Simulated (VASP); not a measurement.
A run of VASP 6.6.1:

INCAR

```
SYSTEM = Sn2Bi2O
PREC = Normal
ENCUT = 520
EDIFF = 1E-4
ISMEAR = 0
SIGMA = 0.15
LREAL = .FALSE.
LASPH = .TRUE.
NELM = 60
ALGO = Fast
ISIF = 3
LWAVE = .FALSE.
LCHARG = .FALSE.
GGA = PE
IBRION = 2
NSW = 24
EDIFFG = -0.08
```

File KPOINTS:

```
regular mesh
0
G
  3 3 2
  0 0 0
```

POSCAR

```
Sn2Bi2O
1.0
    4.2000000000      0.0000000000      0.0000000000
    0.0000000000      4.2000000000      0.0000000000
    0.0000000000      0.0000000000      6.9000000000
Sn Bi O
2 2 1
Direct
    0.0000000000      0.5000000000      0.0000000000
    0.5000000000      0.0000000000      0.0000000000
    0.0000000000      0.0000000000      0.7200000000
    0.0000000000      0.0000000000      0.2800000000
    0.5000000000      0.5000000000      0.0000000000
```

Potentials or basis: VASP PAW PBE potentials, release 64 (Sn_d, Bi_d, O).

Run with:

```console
$ cat potpaw_PBE.64/Sn_d/POTCAR potpaw_PBE.64/Bi_d/POTCAR potpaw_PBE.64/O/POTCAR > POTCAR
$ mpirun -np 1 vasp_std > vasp.out
```

Hardware: 1 thread of Intel(R) Xeon(R) Platinum 8259CL CPU @ 2.50GHz (Skylake/Cascade Lake), on a shared host.

Question: How long does it take, and how much memory?

Answer: Wall time 120 s on 1 thread of Intel(R) Xeon(R) Platinum 8259CL CPU @ 2.50GHz (Skylake/Cascade Lake), on a shared host, peak memory 0.18 GiB. Counts: scf iterations 75, k points 6, ion steps 8.
